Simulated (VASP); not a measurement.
# LaBe (Pm-3m) in VASP: reference runs

How does LaBe come out in PBE? The cell is run as given.

Program: VASP 6.6.1. These are calculated values, not measurements. Logs are shortened: lines on timing, memory, paths and dates and some standing lists are left out, and cuts for length are marked.

## 1. The structure

Symmetry: Pm-3m, No. 221, cubic system. Conventional cell: a = 3.599 Å, b = 3.599 Å, c = 3.599 Å, α = 90.00°, β = 90.00°, γ = 90.00°. La (site symmetry m-3m) has 8 Be at 3.12 Å as nearest neighbours. Around Be (site symmetry m-3m) lie 8 La at 3.12 Å.

The cell was built by a generator and needn't be a form met in nature.

## 2. Single point, PBE

Contents of INCAR:

```
ALGO = Normal
EDIFF = 1E-7
ENCUT = 520
GGA = PE
ISIF = 2
ISMEAR = -1
LASPH = T
LCHARG = F
LREAL = F
LWAVE = F
NBANDS = 14
NELM = 60
PREC = Accurate
SIGMA = 0.05
```

Contents of KPOINTS:

```
k-points
0
Gamma
  7 7 7
```

Contents of POSCAR:

```
LaBe
1.0
    3.5986300000      0.0000000000      0.0000000000
    0.0000000000      3.5986300000      0.0000000000
    0.0000000000      0.0000000000      3.5986300000
La Be
1 1
Direct
    0.0000000000      0.0000000000      0.0000000000
    0.5000000000      0.5000000000      0.5000000000
```

Potentials or basis: VASP PAW PBE potentials, release 64 (La, Be).

Launch:

```sh
cat potpaw_PBE.64/La/POTCAR potpaw_PBE.64/Be/POTCAR > POTCAR
mpirun -np 1 vasp_std > vasp.out
```

OUTCAR:

```text
EDIFF = 1E-7
   ENCUT = 520
   GGA = PE
   ISIF = 2
   ISMEAR = -1
   LASPH = T
   LREAL = F
   NELM = 60
   PREC = Accurate

 ion  position               nearest neighbor table
   1  0.000  0.000  0.000-
   2  0.500  0.500  0.500-

  LATTYP: Found a simple cubic cell.
 ALAT       =     3.5986300000

  Lattice vectors:

 A1 = (   3.5986300000,   0.0000000000,   0.0000000000)
 A2 = (   0.0000000000,   3.5986300000,   0.0000000000)
 A3 = (   0.0000000000,   0.0000000000,   3.5986300000)

Analysis of symmetry for initial positions (statically):
=====================================================================
 Subroutine PRICEL returns:
 Original cell was already a primitive cell.

 Routine SETGRP: Setting up the symmetry group for a
 simple cubic supercell.

 Subroutine GETGRP returns: Found 48 space group operations
 (whereof 48 operations were pure point group operations)
 out of a pool of 48 trial point group operations.

The static configuration has the point symmetry O_h .

Analysis of symmetry for dynamics (positions and initial velocities):
=====================================================================
 Subroutine PRICEL returns:
 Original cell was already a primitive cell.

 Routine SETGRP: Setting up the symmetry group for a
 simple cubic supercell.

 Subroutine GETGRP returns: Found 48 space group operations
 (whereof 48 operations were pure point group operations)
 out of a pool of 48 trial point group operations.

The dynamic configuration has the point symmetry O_h .

 Subroutine INISYM returns: Found 48 space group operations
 (whereof 48 operations are pure point group operations),
 and found     1 'primitive' translations

----------------------------------------------------------------------------------------

                                     Primitive cell

  volume of cell :      46.6028

  direct lattice vectors                    reciprocal lattice vectors
     3.598630000  0.000000000  0.000000000     0.277883528  0.000000000  0.000000000
     0.000000000  3.598630000  0.000000000     0.000000000  0.277883528  0.000000000
     0.000000000  0.000000000  3.598630000     0.000000000  0.000000000  0.277883528

[... 77 lines left out ...]
   NELM   =     60;   NELMIN=  2; NELMDL= -5     # of ELM steps
   EDIFF  = 0.1E-06   stopping-criterion for ELM
   LREAL  =      F    real-space projection
   EDIFFG = 0.1E-05   stopping-criterion for IOM
   NSW    =      0    number of steps for IOM
   IBRION =     -1    ionic relax: 0-MD 1-quasi-New 2-CG
   NFREE  =      0    steps in history (QN), initial steepest desc. (CG)
   ISIF   =      2    stress and relaxation
   ISYM   =      2    0-nonsym 1-usesym 2-fastsym
   POTIM  = 0.5000    time-step for ionic-motion
   TEBEG  =    0.0;   TEEND  =   0.0 temperature during run
   PSTRESS=    0.0 pullay stress
   NELECT =      13.0000    total number of electrons
   NUPDOWN=      -1.0000    fix difference up-down
   EMIN   =  10.00;   EMAX   =-10.00  energy-range for DOS
   EFERMI =   0.00;   METHOD = LEGACY
   ISMEAR =    -1;   SIGMA  =   0.05  broadening in eV -4-tet -1-fermi 0-gaus
   EFERMI_NEDOS =   21; number of points for ismear=-14 and -15
   IALGO  =     38    algorithm
   IMIX   =      4    mixing-type and parameters
     AMIX     =   0.40;   BMIX     =  1.00
     AMIX_MAG =   1.60;   BMIX_MAG =  1.00
  volume/ion in A,a.u.               =      23.30       157.25
  Fermi-wavevector in a.u.,A,eV,Ry     =   1.069676  2.021394 15.567866  1.144206
  Thomas-Fermi vector in A             =   2.205362
   LORBIT       =      0    0 simple, 1 ext, 2 COOP (PROOUT), +10 PAW based schemes
   GGA     = PE    functional components
[... 5 lines left out ...]
 non-spin polarized calculation
  energy-cutoff  :      520.00
  volume of cell :       46.60
 maximum number of plane-waves:      1273
 NGX is ok and might be reduce to    28
   NGX = 13   NGY = 13   NGZ = 13

 number of electron      13.0000001 magnetization

 Free energy of the ion-electron system (eV)
  ---------------------------------------------------
  ext. energy  EPLUGINS =         0.00000000
  ---------------------------------------------------
  free energy    TOTEN  =        -8.17542828 eV

  energy without entropy =       -8.15725677  energy(sigma->0) =       -8.16634253

 E-fermi :   7.0245     XC(G=0):  -9.7343

 val. band max:        7.0215652713   @ k =   0.4286   0.1429   0.1429
 cond. band min:       7.0423643039   @ k =   0.1429   0.1429   0.1429
 fundamental gap:      0.0207990327
 Fermi energy:         7.0244689375

 k-point     1 :       0.0000    0.0000    0.0000
  band No.  band energies     occupation
      1     -25.4333      2.00000
      2      -8.6760      2.00000
      3      -8.6760      2.00000
      4      -8.6760      2.00000
      5       1.9935      2.00000
      6       6.5425      1.99987
      7       6.5425      1.99987
      8       9.0397      0.00000
      9       9.0397      0.00000
     10       9.0397      0.00000
     11       9.3736      0.00000
     12       9.3736      0.00000
     13       9.3736      0.00000
     14       9.6940      0.00000
[... 309 lines left out ...]
      1     -25.1380      2.00000
      2      -9.4070      2.00000
      3      -9.3951      2.00000
      4      -9.3951      2.00000
      5       4.5831      2.00000
      6       4.9567      2.00000
      7       4.9567      2.00000
      8       7.2227      0.03726
      9       9.3933      0.00000
     10       9.3933      0.00000
     11       9.4095      0.00000
     12       9.7041      0.00000
     13       9.7267      0.00000
     14       9.7267      0.00000

------------------------ aborting loop because EDIFF is reached ----------------------------------------

  FORCE on cell =-STRESS in cart. coord.  units (eV):
  Direction    XX          YY          ZZ          XY          YZ          ZX
  --------------------------------------------------------------------------------------
  -------------------------------------------------------------------------------------
  Total        0.0566968      0.0566968      0.0566968     -0.0000000      0.0000000      0.0000000
  in kB        1.9492034      1.9492034      1.9492034     -0.0000000      0.0000000      0.0000000
  external PRESSURE =       1.9492034 kB  Pullay stress =       0.0000000 kB

 VOLUME and BASIS-vectors are now :
 -----------------------------------------------------------------------------
  energy-cutoff  :      520.00
  volume of cell :       46.60
      direct lattice vectors                 reciprocal lattice vectors
     3.598630000  0.000000000  0.000000000     0.277883528  0.000000000  0.000000000
     0.000000000  3.598630000  0.000000000     0.000000000  0.277883528  0.000000000
     0.000000000  0.000000000  3.598630000     0.000000000  0.000000000  0.277883528

 POSITION                                       TOTAL-FORCE (eV/Angst)
 -----------------------------------------------------------------------------------
      0.00000      0.00000      0.00000         0.000000      0.000000      0.000000
      1.79931      1.79931      1.79931         0.000000      0.000000      0.000000
 -----------------------------------------------------------------------------------
    total drift:                               -0.000000     -0.000000     -0.000000

  FREE ENERGIE OF THE ION-ELECTRON SYSTEM (eV)
  ---------------------------------------------------
  free  energy   TOTEN  =        -8.1754282762 eV

  energy  without entropy=       -8.1572567748  energy(sigma->0) =       -8.16634253
```

OSZICAR:

```text
N       E                     dE             d eps       ncg     rms          rms(c)
DAV:   1     0.102586912762E+03    0.10259E+03   -0.44644E+03   560   0.116E+03
DAV:   2    -0.547054895171E+00   -0.10313E+03   -0.96756E+02   712   0.181E+02
DAV:   3    -0.775473806863E+01   -0.72077E+01   -0.70116E+01   764   0.786E+01
DAV:   4    -0.819219888288E+01   -0.43746E+00   -0.43413E+00  1066   0.148E+01
DAV:   5    -0.821027765323E+01   -0.18079E-01   -0.18074E-01   840   0.242E+00    0.253E+00
DAV:   6    -0.817260829846E+01    0.37669E-01   -0.82234E-02   982   0.168E+00    0.152E+00
DAV:   7    -0.816978171878E+01    0.28266E-02   -0.47639E-02   728   0.142E+00    0.503E-01
DAV:   8    -0.817500337675E+01   -0.52217E-02   -0.20727E-02   866   0.106E+00    0.189E-01
DAV:   9    -0.817547550720E+01   -0.47213E-03   -0.28149E-03  1030   0.385E-01    0.246E-02
DAV:  10    -0.817542637338E+01    0.49134E-04   -0.19817E-04   944   0.982E-02    0.346E-02
DAV:  11    -0.817542894749E+01   -0.25741E-05   -0.19770E-05  1000   0.575E-02    0.673E-03
DAV:  12    -0.817542864718E+01    0.30030E-06   -0.55903E-06  1020   0.263E-02    0.430E-03
DAV:  13    -0.817542842628E+01    0.22090E-06   -0.45067E-07   956   0.666E-03    0.212E-03
DAV:  14    -0.817542827711E+01    0.14917E-06   -0.62413E-08   918   0.312E-03    0.459E-04
DAV:  15    -0.817542827624E+01    0.86732E-09   -0.36300E-09   394   0.490E-04
   1 F= -.81754283E+01 E0= -.81663425E+01  d E =-.181715E-01
```

Run time: 11 s. Hardware: 1 thread of Intel Xeon 6975P-C (Granite Rapids), shared host; peak memory 0.17 GiB.

Results:

```yaml
Free_energy: -8.1754 eV
Pressure: 0.2 GPa
Band_gap_on_the_k_mesh: none (metal or under the smearing width)
```

The run has no spin-orbit coupling, so splittings on La are missing.
